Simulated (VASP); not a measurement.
## Hg2Zn2Se4 (ordered alloy cell): computed properties

The numbers are results of PBEsol GGA, VASP's PBE PAW potentials (set 64) (plane waves; VASP 6.6.1), not measurements.

```
Quantity                                                                                  Result
----------------------------------  ------------------------------------------------------------
space group                                                                            R3m (160)
cell                                a = b = 4.1479 Å, c = 41.1472 Å, α = β = 90.00°, γ = 120.00°
volume per atom                                                                    25.55 Å³/atom
band gap (over mesh and band path)                      none (metal, semimetal or under 0.01 eV)
density                                                                               6.89 g/cm³
```

Space group R3m, hexagonal axes (No. 160); a = b = 4.1479 Å, c = 41.1472 Å, α = β = 90.00°, γ = 120.00°

```json
[
 {"atom": "Zn", "site": "3a", "symmetry": "3m", "x": "0.0000", "y": "0.0000", "z": "0.9965"},
 {"atom": "Zn", "site": "3a", "symmetry": "3m", "x": "0.0000", "y": "0.0000", "z": "0.2529"},
 {"atom": "Se", "site": "3a", "symmetry": "3m", "x": "0.0000", "y": "0.0000", "z": "0.3123"},
 {"atom": "Se", "site": "3a", "symmetry": "3m", "x": "0.0000", "y": "0.0000", "z": "0.5685"},
 {"atom": "Se", "site": "3a", "symmetry": "3m", "x": "0.0000", "y": "0.0000", "z": "0.8116"},
 {"atom": "Se", "site": "3a", "symmetry": "3m", "x": "0.0000", "y": "0.0000", "z": "0.0556"},
 {"atom": "Hg", "site": "3a", "symmetry": "3m", "x": "0.0000", "y": "0.0000", "z": "0.5046"},
 {"atom": "Hg", "site": "3a", "symmetry": "3m", "x": "0.0000", "y": "0.0000", "z": "0.7480"}
]
```
(The calculation used a cell of 8 atoms; values per cell refer to that cell.)

Unless said otherwise, spin-orbit coupling is left out, though it shifts the bands of the heavy elements here.

The structure was generated: Hg2Zn2Se4 was put into an ordered model structure (R3m), which need not be its known phase. It was relaxed first. Symmetry was kept, so distortions that lower it aren't found.
